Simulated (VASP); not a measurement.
These are PBE GGA, VASP's PBE PAW potentials (set 64) (plane waves; VASP) values and carry that method's errors.

The input files of a VASP run:

**INCAR**
```
ENCUT = 520
LWAVE = .FALSE.
LMAXMIX = 4
NEDOS = 601   # DOS grid
LASPH = .TRUE.   # aspherical one-centre terms
LCHARG = .TRUE.
GGA = PE
ISMEAR = -5
NELM = 100   # most electronic steps
PREC = Accurate
SYSTEM = KI
ISIF = 2
ALGO = Normal   # blocked Davidson
LREAL = .FALSE.
LORBIT = 11   # lm-projected
EDIFF = 1E-7
```

### KPOINTS
```
Automatic mesh
0
gamma
  7 7 7
```

File POSCAR:
```
KI
1
    0.0000000000     3.5937350754     3.5937350754
    3.5937350754     0.0000000000     3.5937350754
    3.5937350754     3.5937350754     0.0000000000
K I
1 1
Direct
  0.0000000000   0.0000000000   0.0000000000
  0.5000000000   0.5000000000   0.5000000000
```

POTCAR, in this order: K_sv I (PBE.64 set). Program: vasp_std.

Output

### OUTCAR
```
 ion  position               nearest neighbor table
   1  0.000  0.000  0.000-   2 3.59   2 3.59   2 3.59   2 3.59   2 3.59   2 3.59
   2  0.500  0.500  0.500-   1 3.59   1 3.59   1 3.59   1 3.59   1 3.59   1 3.59
  LATTYP: Found a face centered cubic cell.
 ALAT       =     7.1874701508
 Subroutine PRICEL returns:
 Original cell was already a primitive cell.
 Subroutine GETGRP returns: Found 48 space group operations
The static configuration has the point symmetry O_h .
The dynamic configuration has the point symmetry O_h .
 Subroutine INISYM returns: Found 48 space group operations
 Subroutine IBZKPT returns following result:
 Found     20 irreducible k-points:

 Following reciprocal coordinates:
            Coordinates               Weight
  0.000000  0.000000  0.000000      1.000000
  0.142857  0.000000  0.000000      8.000000
  0.285714  0.000000  0.000000      8.000000
  0.428571  0.000000  0.000000      8.000000
  0.142857  0.142857  0.000000      6.000000
  0.285714  0.142857  0.000000     24.000000
  0.428571  0.142857  0.000000     24.000000
 -0.428571  0.142857  0.000000     24.000000
 -0.285714  0.142857  0.000000     24.000000
...
```

File OSZICAR:
```
       N       E                     dE             d eps       ncg     rms          rms(c)
DAV:   1     0.967914095439E+02    0.96791E+02   -0.66388E+03   480   0.114E+03
DAV:   2     0.640682593563E+00   -0.96151E+02   -0.90826E+02   576   0.247E+02
DAV:   3    -0.536974734499E+01   -0.60104E+01   -0.59835E+01   640   0.589E+01
DAV:   4    -0.565441173768E+01   -0.28466E+00   -0.28453E+00   868   0.107E+01
DAV:   5    -0.565550588984E+01   -0.10942E-02   -0.10941E-02   640   0.731E-01    0.277E+00
DAV:   6    -0.556422173406E+01    0.91284E-01   -0.13216E-01   588   0.220E+00    0.202E+00
DAV:   7    -0.555820313685E+01    0.60186E-02   -0.13669E-01   608   0.205E+00    0.801E-01
DAV:   8    -0.556441184972E+01   -0.62087E-02   -0.14590E-02   616   0.889E-01    0.107E-01
DAV:   9    -0.556498349149E+01   -0.57164E-03   -0.13085E-03   620   0.228E-01    0.703E-02
DAV:  10    -0.556515423352E+01   -0.17074E-03   -0.19183E-04   636   0.950E-02    0.181E-02
DAV:  11    -0.556517413508E+01   -0.19902E-04   -0.38315E-05   612   0.397E-02    0.129E-02
DAV:  12    -0.556517563986E+01   -0.15048E-05   -0.46090E-06   604   0.175E-02    0.995E-03
DAV:  13    -0.556517600085E+01   -0.36099E-06   -0.83118E-07   632   0.604E-03    0.287E-03
DAV:  14    -0.556517600122E+01   -0.36653E-09   -0.99233E-08   464   0.201E-03
   1 F= -.55651760E+01 E0= -.55651760E+01  d E =0.000000E+00
```

OUTCAR:
```
------------------------ aborting loop because EDIFF is reached ----------------------------------------
  FORCE on cell =-STRESS in cart. coord.  units (eV):
  Direction    XX          YY          ZZ          XY          YZ          ZX
  --------------------------------------------------------------------------------------
  Total       -0.0025674     -0.0025674     -0.0025674      0.0000000     -0.0000000     -0.0000000
  in kB       -0.0443133     -0.0443133     -0.0443133      0.0000000     -0.0000000     -0.0000000
  external PRESSURE =      -0.0443133 kB  Pullay stress =       0.0000000 kB
  volume of cell :       92.83
      direct lattice vectors                 reciprocal lattice vectors
     0.000000000  3.593735075  3.593735075    -0.139131013  0.139131013  0.139131013
     3.593735075  0.000000000  3.593735075     0.139131013 -0.139131013  0.139131013
     3.593735075  3.593735075  0.000000000     0.139131013  0.139131013 -0.139131013
  FREE ENERGIE OF THE ION-ELECTRON SYSTEM (eV)
  ---------------------------------------------------
  free  energy   TOTEN  =        -5.5651760012 eV

  energy  without entropy=       -5.5651760012  energy(sigma->0) =       -5.56517600

 total charge

# of ion       s       p       d       tot
------------------------------------------
    1        1.956   5.576   0.020   7.552
    2        1.492   2.848   0.001   4.341
--------------------------------------------------
tot          3.448   8.424   0.021  11.893
```
(Selected blocks of OUTCAR.)

File OUTCAR:
```
 val. band max:       -0.6719193956   @ k =   0.0000   0.0000   0.0000

 cond. band min:       3.1753735925   @ k =   0.0000   0.0000   0.0000


 Fermi energy:        -0.6454373030

 k-point     1 :       0.0000    0.0000    0.0000
  band No.  band energies     occupation
      1     -29.2683      2.00000
      2     -12.7496      2.00000
      3     -12.7496      2.00000
      4     -12.7496      2.00000
      5     -11.1009      2.00000
      6      -0.6719      2.00000
      7      -0.6719      2.00000
      8      -0.6719      2.00000
      9       3.1754      0.00000
     10       5.8403      0.00000
     11       5.8403      0.00000
     12       5.8403      0.00000

 k-point     2 :       0.1429    0.0000    0.0000
  band No.  band energies     occupation
      1     -29.2680      2.00000
      2     -12.7717      2.00000
      3     -12.7501      2.00000
      4     -12.7501      2.00000
      5     -11.0587      2.00000
      6      -0.9662      2.00000
      7      -0.7317      2.00000
      8      -0.7317      2.00000
      9       3.6339      0.00000
     10       5.7522      0.00000
     11       6.0470      0.00000
     12       6.0470      0.00000

 k-point     3 :       0.2857    0.0000    0.0000
  band No.  band energies     occupation
      1     -29.2673      2.00000
      2     -12.8179      2.00000
      3     -12.7509      2.00000
      4     -12.7509      2.00000
      5     -10.9662      2.00000
      6      -1.4898      2.00000
      7      -0.8587      2.00000
      8      -0.8587      2.00000
      9       4.4211      0.00000
     10       5.9780      0.00000
     11       6.5675      0.00000
     12       6.5675      0.00000

 k-point     4 :       0.4286    0.0000    0.0000
  band No.  band energies     occupation
      1     -29.2668      2.00000
      2     -12.8523      2.00000
      3     -12.7517      2.00000
      4     -12.7517      2.00000
      5     -10.8937      2.00000
      6      -1.8324      2.00000
...
```

Unless said otherwise, spin-orbit coupling is left out, though it shifts the bands of the heavy elements here.

The compound is KI in the rock salt structure. It was relaxed first, which changed the volume by +5 %.
